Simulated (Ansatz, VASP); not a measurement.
## NiSeS (1T-NiSSe monolayer) in two plane-wave programs

Aim: how closely do two programs agree when they are given the same cell, functional and k mesh? The cell is taken from a series of runs on this material, whose earlier steps may have relaxed, scaled, displaced or heated it; both programs get it as it stands.

Program: Ansatz 0.2.0. Level of theory: plane waves, with VASP 6.6.1 beside it; single point at PBE with D3(BJ). Results are calculated unless marked as measured.

### Step 1. Starting point

The cell holds 3 atoms: 1 Se, 1 Ni and 1 S. Its edges and angles: a = 3.405 Å, b = 3.405 Å, c = 20.438 Å, α = 90.0°, β = 90.0°, γ = 120.0°. Vacuum lies along c.

Structure file:

```xyz
3
Lattice="3.4046 0.0000 0.0000 -1.7023 2.9485 0.0000 0.0000 0.0000 20.4381" Properties=species:S:1:pos:R:3
Se    1.7023    0.9828    9.0000
Ni   -1.7023    2.9485   10.3001
S     0.0000    1.9657   11.4381
```

### Step 2. VASP: single point, PBE with D3(BJ)

A single point gives forces, pressure and levels at one fixed geometry, so differences don't come from the geometry; what else differs is listed under the comparison.

Lines of VASP's logs that name or quote its potential files are left out, and so is its time.

Input file INCAR:

```
SYSTEM = NiSeS
PREC = Accurate
ENCUT = 520
EDIFF = 1E-06
NELM = 120
ISMEAR = -1
SIGMA = 0.02585
LREAL = .FALSE.
ALGO = Normal
GGA = PE
IVDW = 12
NBANDS = 17
LASPH = .TRUE.
LORBIT = 11
LWAVE = .FALSE.
LCHARG = .FALSE.
ISIF = 2
LDIPOL = .TRUE.
IDIPOL = 3
DIPOL = 0.5 0.5 0.501
LVHAR = .TRUE.
GGA_COMPAT = .FALSE.
EFERMI = MIDGAP
NELMDL = -8
```

Input file POSCAR:

```
NiSeS
1.0
    3.4046312185      0.0000000000      0.0000000000
   -1.7023156093      2.9484971258      0.0000000000
    0.0000000000      0.0000000000     20.4381420023
Se Ni S
1 1 1
Direct
    0.6666666667      0.3333333333      0.4403531397
    0.0000000000      1.0000000000      0.5039652155
    0.3333333334      0.6666666666      0.5596468603
```

Input file KPOINTS:

```
Automatic mesh
0
Gamma
18 18 1
0 0 0
```

The projector-augmented-wave data sets are Se, Ni and S (PBE family, release 64).

Launch:

```console
> mpirun -np 1 vasp_std
```

Numbers of over 12 decimals in the logs are rounded to 6 here.

Output:

```text
[banner, memory and clock lines left out]
running    1 mpi-ranks, on    1 nodes
 distrk:  each k-point on    1 cores,    1 groups
 distr:  one band on    1 cores,    1 groups

 POSCAR found type information on POSCAR SeNiS
 POSCAR found :  3 types and       3 ions
 LDA part: xc-table for (Slater+PW92), standard interpolation
 POSCAR, INCAR and KPOINTS ok, starting setup
 FFT: planning ... GRIDC
 FFT: planning ... GRID_SOFT
 FFT: planning ... GRID
 WAVECAR not read
 entering main loop
       N       E                     dE             d eps       ncg     rms          rms(c)
DAV:   1     0.152105206201E+03    0.15211E+03   -0.80376E+03  1258   0.998E+02
DAV:   2     0.337925739653E+01   -0.14873E+03   -0.14307E+03  1612   0.219E+02
DAV:   3    -0.157808559920E+02   -0.19160E+02   -0.18675E+02  1516   0.839E+01
DAV:   4    -0.163665523325E+02   -0.58570E+00   -0.58299E+00  1677   0.175E+01
DAV:   5    -0.163810757509E+02   -0.14523E-01   -0.14518E-01  1853   0.250E+00
DAV:   6    -0.163814497956E+02   -0.37404E-03   -0.37403E-03  1879   0.363E-01
DAV:   7    -0.163814613785E+02   -0.11583E-04   -0.11583E-04  1973   0.539E-02
DAV:   8    -0.163814615831E+02   -0.20454E-06   -0.20473E-06  1577   0.595E-03    0.179E+01
DAV:   9    -0.243710382702E+02   -0.79896E+01   -0.57501E+01  1362   0.174E+02    0.345E+01
DAV:  10    -0.161238308459E+02    0.82472E+01   -0.10315E+01  1581   0.691E+01    0.149E+01
DAV:  11    -0.139171027158E+02    0.22067E+01   -0.11142E+01  1737   0.799E+01    0.615E+00
DAV:  12    -0.137527901727E+02    0.16431E+00   -0.24614E+00  1717   0.263E+01    0.152E+00
DAV:  13    -0.137508762495E+02    0.19139E-02   -0.16497E-01  1707   0.316E+00    0.992E-01
DAV:  14    -0.137486553648E+02    0.22209E-02   -0.13837E-02  1608   0.885E-01    0.766E-01
[...]
DAV:  21    -0.137435368450E+02   -0.78060E-04   -0.31461E-05  1640   0.548E-02    0.360E-02
DAV:  22    -0.137435842338E+02   -0.47389E-04   -0.15054E-05  1565   0.861E-02    0.157E-02
DAV:  23    -0.137436388855E+02   -0.54652E-04   -0.79703E-06  1559   0.172E-02    0.434E-03
DAV:  24    -0.137436523575E+02   -0.13472E-04   -0.13085E-06  1353   0.141E-02    0.333E-03
DAV:  25    -0.137436620056E+02   -0.96481E-05   -0.61567E-07  1211   0.525E-03    0.174E-03
DAV:  26    -0.137436664404E+02   -0.44348E-05   -0.16100E-07  1164   0.249E-03    0.126E-03
DAV:  27    -0.137436675902E+02   -0.11498E-05   -0.70427E-08  1252   0.232E-03    0.682E-04
DAV:  28    -0.137436682852E+02   -0.69506E-06   -0.49332E-08  1323   0.133E-03
   1 F= -.14504733E+02 E0= -.14504653E+02  d E =-.160676E-03
```

OUTCAR, selected parts (step 2):

```text
ion  position               nearest neighbor table
   1  0.667  0.333  0.440-   2 2.36   2 2.36   2 2.36
   2  0.000  0.000  0.504-   3 2.27   3 2.27   3 2.27   1 2.36   1 2.36   1 2.36
   3  0.333  0.667  0.560-   2 2.27   2 2.27   2 2.27

  LATTYP: Found a hexagonal cell.
 ALAT       =     3.4046312185
 C/A-ratio  =     6.0030413547

 Subroutine GETGRP returns: Found  6 space group operations
 (whereof  6 operations were pure point group operations)

The static configuration has the point symmetry C_3v.

 Found     37 irreducible k-points:

   k-points           NKPTS =     37   k-points in BZ     NKDIM =     37   number of bands    NBANDS=     17

   dimension x,y,z NGX =    28 NGY =   28 NGZ =  160
   dimension x,y,z NGXF=    56 NGYF=   56 NGZF=  320

   ENCUT  =  520.0 eV  38.22 Ry    6.18 a.u.   6.33  6.33 38.00*2*pi/ulx,y,z

   NELECT =      22.0000    total number of electrons

 k-points in reciprocal lattice and weights: Automatic mesh
   0.00000000  0.00000000  0.00000000       0.003
   0.05555556 -0.00000000  0.00000000       0.019
   0.11111111 -0.00000000  0.00000000       0.019
   0.16666667 -0.00000000  0.00000000       0.019
   0.22222222 -0.00000000  0.00000000       0.019
   0.27777778  0.00000000  0.00000000       0.019
   0.33333333 -0.00000000  0.00000000       0.019
   0.38888889  0.00000000  0.00000000       0.019
   0.44444444 -0.00000000  0.00000000       0.019
[...]
0.33333333  0.27777778  0.00000000       0.037
   0.33333333  0.33333333  0.00000000       0.006

 dipolmoment           0.000000      0.000000      0.040492 electrons x Angstroem

 average (electrostatic) potential at core
       1 -61.2478       2 -94.7360       3 -94.2687

 E-fermi :  -2.3564

 k-point     1 :       0.0000    0.0000    0.0000
  band No.  band energies     occupation
    ...
      7      -5.0701      2.00000
      8      -4.2205      2.00000
      9      -3.3641      2.00000
     10      -2.4493      1.94664
     11      -2.4493      1.94664
     12      -0.7544      0.00000
     13      -0.7544      0.00000
     14       1.9049      0.00000
     15       2.7027      0.00000
     16       2.9299      0.00000
    ...

 k-point     2 :       0.0556   -0.0000    0.0000
  band No.  band energies     occupation
    ...
      7      -5.0895      2.00000
      8      -4.2390      2.00000
      9      -3.3283      2.00000
     10      -2.6133      1.99990
     11      -2.4962      1.99109
     12      -0.9508      0.00000
     13      -0.7810      0.00000
     14       1.9650      0.00000
     15       2.7646      0.00000
     16       2.9918      0.00000
    ...

 k-point     3 :       0.1111   -0.0000    0.0000
  band No.  band energies     occupation
    ...
      7      -5.1424      2.00000
      8      -4.3200      2.00000
      9      -3.2848      2.00000
     10      -2.9254      2.00000
     11      -2.6372      1.99996
     12      -1.4194      0.00000
     13      -0.8436      0.00000
     14       2.1324      0.00000
     15       2.9212      0.00000
     16       3.1658      0.00000
    ...

 Edisp (eV)   -0.76107

  Total       0.01047     0.01047    -0.03665    -0.00000     0.00000     0.00000
  in kB       0.08179     0.08179    -0.28624    -0.00000     0.00000     0.00000
  external pressure =       -0.04 kB  Pullay stress =        0.00 kB

  energy-cutoff  :      520.00
  volume of cell :      205.17
      direct lattice vectors                 reciprocal lattice vectors
     3.404631219  0.000000000  0.000000000     0.293717568  0.169577917  0.000000000
    -1.702315609  2.948497126  0.000000000     0.000000000  0.339155833  0.000000000
     0.000000000  0.000000000 20.438142002     0.000000000  0.000000000  0.048928127

 POSITION                                       TOTAL-FORCE (eV/Angst)
 -----------------------------------------------------------------------------------
      1.70232      0.98283      9.00000        -0.000000      0.000000      0.001714
      0.00000      0.00000     10.30011         0.000000     -0.000000      0.018030
      0.00000      1.96566     11.43814         0.000000     -0.000000     -0.019744
 -----------------------------------------------------------------------------------
    total drift:                               -0.000000     -0.000000     -0.001230

  FREE ENERGIE OF THE ION-ELECTRON SYSTEM (eV)
  ---------------------------------------------------
  free  energy   TOTEN  =       -14.5047333771 eV

  energy  without entropy=      -14.5045727006  energy(sigma->0) =      -14.50465304

 vacuum level on the upper side and lower side of the slab         3.179         2.449

 total charge
# of ion       s       p       d       tot
------------------------------------------
    1        1.487   2.254   0.053   3.793
    2        0.476   0.645   8.302   9.422
    3        1.367   2.265   0.000   3.632
--------------------------------------------------
tot          3.330   5.163   8.354  16.847

[... 3 further parts left out ...]
```

This run has no spin polarisation, so a moment on Ni, if there is one, isn't seen.

### Step 3. Ansatz: single point, PBE with D3(BJ)

Ansatz runs on its PAW soft_1 files.

The same cell, functional, mesh and smearing now go to Ansatz, which takes its cutoff from its data sets.

Input file input.yaml:

```yaml
crystal:
  lattice:
    - [3.4046312185, 0.0, 0.0]
    - [-1.7023156093, 2.9484971258, 0.0]
    - [0.0, 0.0, 20.4381420023]
  atoms:
    - { symbol: Se, position: [0.6666666667, 0.3333333333, 0.4403531397] }
    - { symbol: Ni, position: [0.0, 0.0, 0.5039652155] }
    - { symbol: S, position: [0.3333333333, 0.6666666667, 0.5596468603] }
kpoints:
  mp_grid: { grid: [18, 18, 1] }
  band_path:
    path: [[0, 0, 0], [0.5, 0, 0], [0.33333333, 0.33333333, 0], [0, 0, 0]]
    npoints: 16
hamiltonian:
  xc: pbe
  dispersion: d3bj
  pseudopotentials: { kind: paw, azcp: { folder: soft_1 } }
scf:
  occupations: { method: fermi_dirac, width: 0.02585 }
  convergence: { dr2_threshold: 1.0e-10 }
efield:
  axis: 3
  dipole_correction: true
  ramp_position: 0.97
  ramp_width: 0.06
  amplitude: 0
output:
  dos: { projected: true, e_range: [-6, 5] }
  write_potential: true
  write_density: true
  volumetric_format: npy
  elf: true
```

Launch:

```console
> ansatz run input.yaml --threads 2 --pin off --max-ram 3072MiB --backend cpu --events-out ev --progress --plain --runs-dir out
```

Output:

```text
Engine: ansatz 0.2.0, aarch64-unknown-linux-gnu
Pseudopotentials: kind: paw
Pseudopotential: Se, paw, valence charge 16, recommended cutoff 420 eV (normal), soft_1/Se.paw.azcp
Pseudopotential: Ni, paw, valence charge 18, recommended cutoff 420 eV (normal), soft_1/Ni.paw.azcp
Pseudopotential: S, paw, valence charge 6, recommended cutoff 420 eV (normal), soft_1/S.paw.azcp
Functional definition: PBE
  parameter kappa = 0.804
  parameter beta = 0.066725
  exchange = pbe_x(kappa = kappa, mu = beta*pi^2/3)
  correlation = pbe_c(beta = beta)
Crystal: 3 atoms, lattice volume = 205.169 Å³
Basis set: ecut = 420 eV, 4005 PW (Γ)
Bands: 24, of which v1, the nominal top of the filled ones, is band 20 counted from 1 (19 counted from 0)
Symmetry: 6 space group operations
Space group: P3m1 (ITA 156), of the structure as read, at distance tolerance 5.9e-5 Å
k-points: 37 of 324 (time reversal used)
Non-local potential: Se, projectors of the file, l = 0: 2, l = 1: 2, l = 2: 3, l = 3: 1
Non-local potential: Ni, projectors of the file, l = 0: 3, l = 1: 2, l = 2: 3, l = 3: 1
Non-local potential: S, projectors of the file, l = 0: 2, l = 1: 2, l = 2: 1
PAW form: soft (Blöchl's): semilocal exchange-correlation on the pseudo side does not see the compensation charge
PAW one-centre angular grid: Se, 590 points (default); XC on 64 Gauss nodes
PAW one-centre angular grid: Ni, 590 points (default); XC on 64 Gauss nodes
PAW one-centre angular grid: S, 110 points (default); XC on 64 Gauss nodes
Initial density: superposition of atomic densities (neutral atoms: chi_scale 0, normalization atom)
Initial wavefunctions: pseudopotential atomic-orbital guess
Functional: x = pbe(κ = 0.804, μ = 0.219515), c = pbe(β = 0.066725)
SCF iter   1: F=—  HF=-12213.150575 eV  |F-HF|=—  |Δ(HF+E_count)|=         —  Δρ=4.94e-2  dr2=7.67e0  ethr=3.10e-3  p=-0.000 e·Å  D=-3.82e-7 V/Å  ΔV_dip=0.00 eV  dr2_dipole=3.88e-1  V_vac-E_F(+/−)=6.49/6.49 eV  ⟨swp⟩=10.6  Hψ=5571  notcnv=0
efield: sawtooth ramp at fractional position 0.9700 (set: `efield.ramp_position`, or a place that a band, a saddle search or an elastic batch's reference lends), width 0.0600; the density the first Hamiltonian is built on has a dipole p = -0.000 e·Å; the dipole correction subtracts the counter field D = -3.82e-7 V/Å, which shifts the + side's vacuum level by +0.00 eV against the − side's; the planar-averaged density in the ramp window peaks in size at 6.0e-6 e/Å³
preconditioner: auto → LDOS  [insulator: Δε(μ)=0.140 eV  Ē_g=8.964 eV  σ=0.026 eV  W_gap=0.84  n_scr=12 (ndim 8)  ℏωp=12.2 eV  f_vac=0.706  D(μ)=0.15/eV (n_scr^D=2)  ε∞_Penn≈2.8  β→1.0]
SCF iter   2: F=—  HF=-12215.346909 eV  |F-HF|=—  |Δ(HF+E_count)|=    2.20e0  Δρ=1.32e-1  dr2=3.38e1  ethr=3.10e-3  p=-0.109 e·Å  D=-9.64e-2 V/Å  ΔV_dip=1.97 eV  dr2_dipole=5.13e-1  V_vac-E_F(+/−)=4.30/2.33 eV  ⟨swp⟩=5.0  Hψ=2595  notcnv=0  recentre
preconditioner: auto → none  [insulator: Δε(μ)=0.804 eV  Ē_g=7.715 eV  σ=0.026 eV  W_gap=1.00  n_scr=12 (ndim 8)  ℏωp=12.2 eV  f_vac=0.709  D(μ)=0.00/eV (n_scr^D=0)  ε∞_Penn≈3.5  β→0.5]
SCF iter   3: F=—  HF=-12212.767522 eV  |F-HF|=—  |Δ(HF+E_count)|=    2.58e0  Δρ=3.89e-2  dr2=4.89e0  ethr=3.10e-3  p=-0.102 e·Å  D=-9.02e-2 V/Å  ΔV_dip=1.84 eV  dr2_dipole=3.96e-1  V_vac-E_F(+/−)=6.75/4.91 eV  ⟨swp⟩=4.7  Hψ=2521  notcnv=0
SCF iter   4: F=—  HF=-12212.373049 eV  |F-HF|=—  |Δ(HF+E_count)|=   3.94e-1  Δρ=1.06e-2  dr2=5.70e-1  ethr=3.10e-3  p=-0.004 e·Å  D=-3.95e-3 V/Å  ΔV_dip=0.08 eV  dr2_dipole=9.35e-2  V_vac-E_F(+/−)=5.53/5.45 eV  ⟨swp⟩=3.1  Hψ=1497  notcnv=0
SCF iter   5: F=—  HF=-12212.318599 eV  |F-HF|=—  |Δ(HF+E_count)|=   5.45e-2  Δρ=4.51e-3  dr2=1.24e-1  ethr=1.42e-3  p=-0.020 e·Å  D=-1.81e-2 V/Å  ΔV_dip=0.37 eV  dr2_dipole=2.14e-2  V_vac-E_F(+/−)=5.27/4.90 eV  ⟨swp⟩=2.7  Hψ=1122  notcnv=0
SCF iter   6: F=—  HF=-12212.311655 eV  |F-HF|=—  |Δ(HF+E_count)|=   6.94e-3  Δρ=2.10e-3  dr2=2.41e-2  ethr=3.10e-4  p=-0.046 e·Å  D=-4.08e-2 V/Å  ΔV_dip=0.83 eV  dr2_dipole=3.38e-3  V_vac-E_F(+/−)=5.65/4.82 eV  ⟨swp⟩=3.5  Hψ=1493  notcnv=0
SCF iter   7: F=—  HF=-12212.310636 eV  |F-HF|=—  |Δ(HF+E_count)|=   1.02e-3  Δρ=7.92e-4  dr2=2.83e-3  ethr=6.02e-5  p=-0.043 e·Å  D=-3.81e-2 V/Å  ΔV_dip=0.78 eV  dr2_dipole=4.38e-4  V_vac-E_F(+/−)=5.58/4.81 eV  ⟨swp⟩=2.6  Hψ=1347  notcnv=0
SCF iter   8: F=—  HF=-12212.311389 eV  |F-HF|=—  |Δ(HF+E_count)|=   7.54e-4  Δρ=1.66e-4  dr2=8.85e-5  ethr=7.08e-6  p=-0.041 e·Å  D=-3.60e-2 V/Å  ΔV_dip=0.74 eV  dr2_dipole=1.93e-5  V_vac-E_F(+/−)=5.54/4.81 eV  ⟨swp⟩=3.0  Hψ=1347  notcnv=0
SCF iter   9: F=—  HF=-12212.311537 eV  |F-HF|=—  |Δ(HF+E_count)|=   1.48e-4  Δρ=4.78e-5  dr2=3.90e-6  ethr=2.21e-7  p=-0.041 e·Å  D=-3.65e-2 V/Å  ΔV_dip=0.75 eV  dr2_dipole=5.47e-7  V_vac-E_F(+/−)=5.55/4.80 eV  ⟨swp⟩=2.3  Hψ=1383  notcnv=0
SCF iter  10: F=—  HF=-12212.311567 eV  |F-HF|=—  |Δ(HF+E_count)|=   2.96e-5  Δρ=9.17e-6  dr2=4.25e-7  ethr=9.76e-9  p=-0.041 e·Å  D=-3.66e-2 V/Å  ΔV_dip=0.75 eV  dr2_dipole=3.94e-8  V_vac-E_F(+/−)=5.55/4.80 eV  ⟨swp⟩=2.1  Hψ=1391  notcnv=0
SCF iter  11: F=—  HF=-12212.311567 eV  |F-HF|=—  |Δ(HF+E_count)|=   5.05e-7  Δρ=1.75e-6  dr2=1.33e-8  ethr=1.06e-9  p=-0.041 e·Å  D=-3.66e-2 V/Å  ΔV_dip=0.75 eV  dr2_dipole=2.17e-9  V_vac-E_F(+/−)=5.55/4.80 eV  ⟨swp⟩=2.1  Hψ=1172  notcnv=0
SCF iter  12: F=—  HF=-12212.311567 eV  |F-HF|=—  |Δ(HF+E_count)|=   8.98e-9  Δρ=6.48e-6  dr2=7.67e-8  ethr=3.33e-11  p=-0.041 e·Å  D=-3.66e-2 V/Å  ΔV_dip=0.75 eV  dr2_dipole=2.75e-9  V_vac-E_F(+/−)=5.55/4.80 eV  ⟨swp⟩=2.9  Hψ=1874  notcnv=0
SCF iter  13: F=—  HF=-12212.311567 eV  |F-HF|=—  |Δ(HF+E_count)|=   6.37e-9  Δρ=1.68e-6  dr2=5.77e-9  ethr=3.33e-11  p=-0.041 e·Å  D=-3.66e-2 V/Å  ΔV_dip=0.75 eV  dr2_dipole=1.33e-10  V_vac-E_F(+/−)=5.55/4.80 eV  ⟨swp⟩=2.1  Hψ=1247  notcnv=0
SCF iter  14: F=—  HF=-12212.311567 eV  |F-HF|=—  |Δ(HF+E_count)|=  1.33e-10  Δρ=4.91e-7  dr2=3.66e-10  ethr=1.44e-11  p=-0.041 e·Å  D=-3.66e-2 V/Å  ΔV_dip=0.75 eV  dr2_dipole=1.42e-13  V_vac-E_F(+/−)=5.55/4.80 eV  ⟨swp⟩=1.1  Hψ=897  notcnv=0
SCF iter  15: F=-12212.311567 eV  HF=-12212.311567 eV  |F-HF|=9.28e-11  |Δ(HF+E_count)|=  5.71e-10  Δρ=8.95e-8  dr2=4.12e-11  ethr=1.00e-12  p=-0.041 e·Å  D=-3.66e-2 V/Å  ΔV_dip=0.75 eV  dr2_dipole=6.73e-12  V_vac-E_F(+/−)=5.55/4.80 eV  ⟨swp⟩=4.4  Hψ=2770  notcnv=0
SCF 1 converged in 15 iterations: F = -12212.311567 eV  dr2 = 4.12e-11
  greatest PAW one-centre occupation: 1.000 electrons in one spin orbital (limit 2), on the Ni atom at site 1 (counted from 0), in its partial waves of l = 1
NSCF: frozen V_eff on 49 k-points
efield: sawtooth ramp at fractional position 0.9700 (kept from the solve that this one continues, or follows in the run), width 0.0600; the density the first Hamiltonian is built on has a dipole p = -0.041 e·Å; the dipole correction subtracts the counter field D = -3.66e-2 V/Å, which shifts the + side's vacuum level by +0.75 eV against the − side's; the planar-averaged density in the ramp window peaks in size at 6.9e-6 e/Å³
WARN: The output density's exchange-correlation potential varies sharply where the density is thin. Do not read a vacuum level from v_tot or v_xc, or from such a field of the output density. On a cell that repeats whose density bears no net charge and no dipole along the vacuum's axis use v_es (v_loc + v_h of the components); under efield.dipole_correction with no amplitude use v_es + v_field, which holds any externa [...]
SCF converged after 15 iterations
Free energy (F): -12212.311567 eV
Harris-Foulkes:  -12212.311567 eV  (|F-HF|=9.28e-11)
Internal energy: -12212.311471 eV  (E = F + TS)
E sigma→0 (E₀):  -12212.311519 eV
Entropy (-TS):   -0.000097 eV (-0.032 meV/atom)
Fermi energy:    -1.273451 eV
Dipole field:    D = -0.036587 V/Å  (p = -0.041484 e·Å, saw-weighted, corrected)
Work function:   Φ+ = 5.5491 eV   Φ− = 4.8013 eV
Levels:          The Fermi level and band energies are counted from a zero that moves with the ramp; work functions are not
--- Per-component energies (eV) ---
  E_band       = -1239.064605
  E_kinetic    = 554.746806
  E_local      = -40441.655948  (includes V_loc(G=0)·N_el)
  E_nonlocal   = -439.746481
  E_hartree    = 20097.910307
  E_xc         = -286.618904
  E_vxc        = -318.384987  (∫ρ·V_xc dr)
  E_paw        = -4391.317497  (= ΣΔE_a)
  E_vpaw       = -789.454261  (= ΣTr[D̂ρ^β])
  E_aug_tail   = 0.000552  (compensation charges beyond the density's cutoff)
  E_efield     = 0.000759  (sawtooth field / dipole correction)
  E_vefield    = -0.391135  (∫n·V_field dr)
  E_ewald      = 12695.130059
  E_disp       = -0.761124  (pairwise vdW)
  E_smearing   = -0.000097  (= −TS)
  E_closure    = -0.000000  (closes the sum)
  Σ components = -12212.311567   (vs F -12212.311567, Δ=0.00e0)
--- Band table (eV; the first three rows and the last of 37) ---
  k-point 0: bands = [... 16 lower, -3.1256, -2.2837, -1.3827, -1.3827, 0.3441, 0.3441, 2.9804, 3.7880]
  k-point 1: bands = [... 16 lower, -3.1441, -2.2491, -1.5443, -1.4285, 0.1469, 0.3169, 3.0408, 3.8514]
  k-point 2: bands = [... 16 lower, -3.2271, -2.2086, -1.8478, -1.5668, -0.3227, 0.2530, 3.2087, 4.0098]
  k-point 36: bands = [... 16 lower, -4.5152, -3.7149, -3.1173, -2.9285, -1.0451, -0.5828, 4.9473, 6.5342]
```

Reading the cycles: dr2 is the Hartree energy of the density residual (eV), the measure of convergence; HF is the Harris–Foulkes estimate of the energy, which meets the free energy F at convergence.

### Step 4. Side by side

Known differences besides the potentials themselves: the data sets hold 40 valence electrons in Ansatz (on its PAW soft_1 files) and 22 in VASP; the cutoff is 420 eV in Ansatz and 520 eV in VASP. Total energies have different zeros and are not compared.

Both answers:

```tsv
quantity	Ansatz	VASP	difference
gap on the k mesh (eV)	0.267	0.235	+0.032
```

A gap on the mesh is an upper bound, since the band edges may lie between its points. With vacuum in the cell, a pressure given here is an average over mostly empty space and none of the material.

### Step 5. Outcome

```
difference in gap on the k mesh (single point, PBE with D3(BJ)) : 0.032 eV
```

The difference in gap on the k mesh is 0.032 eV (single point, PBE with D3(BJ)), within the 0.08 eV picked in this series as the mark of a large difference. The data sets hold unlike numbers of valence electrons (40 in Ansatz and 22 in VASP), so part of the differences comes from the potentials. Such differences can come from data sets, numerical settings and the points named under the comparisons, not from the functional's error against experiment.

[Lines on the potential files, build, host, timing and source positions are cut from VASP's logs without a mark.]

[Logs are printed without paths, hosts, clocks, repeated set-up lines and the standing remarks that a program may print on its own settings, such as how far it seeks lower states.]

[Hosts, paths, dates, database ids (printed as entryN), source tags and the programs' standing remarks are cut or masked in the printed files.]
